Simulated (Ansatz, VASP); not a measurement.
## CdTe (P6_3mc, 4 atoms in the cell) computed with different codes at matched settings

Self-consistent single point, at a second geometry (lattice scaled by 0.98). First geometry:

```yaml
crystal:
  lattice:
    - [4.63327, 0.00000, 0.00000]
    - [-2.31664, 4.01253, 0.00000]
    - [0.00000, 0.00000, 7.60243]
  atoms:
    - { symbol: Cd, position: [0.33333, 0.66667, 0.00036] }
    - { symbol: Cd, position: [0.66667, 0.33333, 0.50036] }
    - { symbol: Te, position: [0.33333, 0.66667, 0.37464] }
    - { symbol: Te, position: [0.66667, 0.33333, 0.87464] }
```

Shared settings, as Ansatz (an electronic-structure program) writes them: kpoints.mp_grid.grid = 6 6 3; scf.occupations.method = fixed. Potentials and cutoffs stand in the table.

```csv
code,model,gap on the mesh (eV),cutoff
Ansatz,"LDA (PW92), default PAW files made with PBE",0.621,30.9 Ry
VASP,"LDA (PZ), VASP's LDA PAW potentials (set 64)",0.656,300 eV
```

Gaps are read on the mesh.

On Ansatz's run: spin-orbit coupling is off.

The spread over the programs that give each value: gap on the mesh within 0.035 eV.

The same LDA comes in different parametrisations, which differ slightly.

VASP ran the fixed occupations as a Gaussian smearing of 0.01 eV.

The starting cell comes from a database of computed structures (which also holds hypothetical and non-ambient phases and stackings), without a prior relaxation at this level. For this run, on top of that: lattice scaled by 0.98.

Left out of this page: Quantum ESPRESSO, GPAW, CP2K, Elk and SIESTA (not drawn, or without a comparable value); ABINIT and FLEUR (with a known weakness of the program).

Keys are those of Ansatz 0.2.
